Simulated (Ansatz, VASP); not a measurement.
## Two plane-wave programs on CrTc3

INCAR

```
PREC = Accurate
ENCUT = 520
EDIFF = 1E-6
ISMEAR = 0
SIGMA = 0.05
LREAL = F
LASPH = T
NELM = 150
ALGO = Normal
ISIF = 2
LWAVE = F
LCHARG = F
ISPIN = 2
MAGMOM = 0.05 0 0 0
LORBIT = 11
LMAXMIX = 4
GGA = PS
NBANDS = 38
```

File KPOINTS:

```
regular mesh
0
Gamma
  8 8 8
```

File POSCAR:

```
CrTc3
1.0
    3.7515242478      0.0000000000      0.0000000000
    0.0000000000      3.7515242478      0.0000000000
    0.0000000000      0.0000000000      3.7515242478
Cr Tc
1 3
Direct
    0.0000000000      0.0000000000      0.0000000000
    0.0000000000      0.5000000000      0.5000000000
    0.5000000000      0.5000000000      0.0000000000
    0.5000000000      0.0000000000      0.5000000000
```

Input for Ansatz:

```yaml
crystal:
  lattice:
    - [3.7515242478, 0.0, 0.0]
    - [0.0, 3.7515242478, 0.0]
    - [0.0, 0.0, 3.7515242478]
  atoms:
    - { symbol: Cr, position: [0.0, 0.0, 0.0], spin: 0.05 }
    - { symbol: Tc, position: [0.0, 0.5, 0.5] }
    - { symbol: Tc, position: [0.5, 0.5, 0.0] }
    - { symbol: Tc, position: [0.5, 0.0, 0.5] }
basis:
  ecutwfc: 600
  ecutrho_ratio: 5
kpoints:
  mp_grid: { grid: [8, 8, 8] }
hamiltonian:
  xc: pbesol
scf:
  occupations: { method: gaussian, width: 0.05 }
output:
  forces: true
  stress: true
  eigenvalues: true
  populations: true
magnetization:
  spin_polarized: true
```

Alike in both runs: task single point; functional PBEsol; k mesh 8 × 8 × 8; occupations gaussian, width 0.05 eV; collinear spin.

```csv
,VASP,Ansatz
version,VASP 6.6.1,Ansatz 0.2.0
potentials or method,"VASP PAW PBE potentials, release 64 (Cr_pv, Tc_pv)","scalar-relativistic, plane waves, PAW"
plane-wave cutoff (eV),520,600
valence electrons in the cell,51,59
```

```csv
,VASP,Ansatz,Ansatz less VASP
gap on the k mesh at the Fermi level (eV),none,none,-
pressure (GPa),5.9,6.5,+0.63
net moment per atom (μB),0.00,0.00,-0.001
```

A gap of «none» marks a metal or a gap that the smearing closes. The two sets of potentials don't hold the same shells in valence. Ansatz warned: «seeded_moment_not_kept».

Caveats: the PAW data sets were made with another functional, which shifts forces and pressure a little (VASP).
